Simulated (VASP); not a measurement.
Method: LDA (Ceperley-Alder, Perdew-Zunger), VASP's LDA PAW potentials (set 64) (plane waves; VASP).

Input for VASP

**POSCAR**
```
TiB2
1
    1.4979666555    -2.5945543809     0.0000000000
    1.4979666555     2.5945543809     0.0000000000
    0.0000000000     0.0000000000     3.1632563632
Ti B
1 2
Direct
  0.0000000000   0.0000000000   0.0000000000
  0.3333330000   0.6666670000   0.5000000000
  0.6666670000   0.3333330000   0.5000000000
```

### INCAR
```
# general
SYSTEM   =  TiB2
PREC     =  Accurate
ENCUT    =  620
LREAL    =  .False.
LASPH    =  .True.

# electronic loop
EDIFF    =  1E-6
NELM     =  100
ALGO     =  Normal
LMAXMIX  =  4

# smearing
ISMEAR   =  1
SIGMA    =  0.1

# ions
IBRION   =  2
NSW      =  40
ISIF     =  3
EDIFFG   =  -0.02

# output
LWAVE    =  .False.
LCHARG   =  .False.
```

### KPOINTS
```
Automatic mesh
0
Gamma
12 12 10
0 0 0
```

POTCAR, in this order: Ti_sv B (LDA.64 set). Program: vasp_std.

Question: What will the output report for the number of irreducible k-points (NKPTS), largest plane-wave count, number of space-group operations, FFT grid (NGX, NGY, NGZ)?

Answer: 
| Item | Value |
|---|---|
| number of irreducible k-points (NKPTS) | 114 |
| largest plane-wave count | 880 |
| number of space-group operations | 24 |
| FFT grid (NGX, NGY, NGZ) | 24 × 24 × 28 |

The compound is TiB2 in the AlB2 type structure. It was relaxed first.
